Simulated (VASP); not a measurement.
Consider the following.

```yaml
crystal:
  lattice:
    - [5.18001, 0.00000, 0.00000]
    - [0.00000, 5.51146, 0.00000]
    - [0.00000, 0.00000, 24.50872]
  atoms:
    - { symbol: Ga, position: [0.02085, 0.88259, 0.65378] }
    - { symbol: Ga, position: [0.52085, 0.61741, 0.65378] }
    - { symbol: Ga, position: [0.99620, 0.41403, 0.59974] }
    - { symbol: Ga, position: [0.49620, 0.08597, 0.59974] }
    - { symbol: Ga, position: [0.99736, 0.91596, 0.53172] }
    - { symbol: Ga, position: [0.49736, 0.58404, 0.53172] }
    - { symbol: Ga, position: [0.99736, 0.41596, 0.46828] }
    - { symbol: Ga, position: [0.49736, 0.08404, 0.46828] }
    - { symbol: Ga, position: [0.99620, 0.91403, 0.40026] }
    - { symbol: Ga, position: [0.49620, 0.58597, 0.40026] }
    - { symbol: Ga, position: [0.02085, 0.38259, 0.34622] }
    - { symbol: Ga, position: [0.52085, 0.11741, 0.34622] }
    - { symbol: N, position: [0.36986, 0.91963, 0.66313] }
    - { symbol: N, position: [0.86986, 0.58037, 0.66313] }
    - { symbol: N, position: [0.37218, 0.41630, 0.59793] }
    - { symbol: N, position: [0.87218, 0.08370, 0.59793] }
    - { symbol: N, position: [0.37455, 0.91831, 0.53281] }
    - { symbol: N, position: [0.87455, 0.58169, 0.53281] }
    - { symbol: N, position: [0.37455, 0.41831, 0.46719] }
    - { symbol: N, position: [0.87455, 0.08169, 0.46719] }
    - { symbol: N, position: [0.37218, 0.91630, 0.40207] }
    - { symbol: N, position: [0.87218, 0.58370, 0.40207] }
    - { symbol: N, position: [0.36986, 0.41963, 0.33687] }
    - { symbol: N, position: [0.86986, 0.08037, 0.33687] }
```

Computed with PBEsol GGA, VASP's PBE PAW potentials (set 64) (plane waves; VASP 6.6.1). Settings: PREC = Normal, LREAL = Auto, 450 eV cut-off, 4×4×1 Γ-centred mesh, Gaussian smearing of 0.050 eV, potentials Ga_d N.

Question: Estimate the energy per atom (σ→0), band gap (on the k-mesh) with the smallest direct gap where there is one.

Answer: 
- band gap (on the k-mesh) = 1.81 eV
- smallest direct gap (on the k-mesh) = 1.81 eV
- energy per atom (σ→0) = -6.290 eV/atom

Total energies compare only between runs with the same potentials, cut-off and functional.

The cell is a thin slab with vacuum, built from GaN (wurtzite): (110) face.
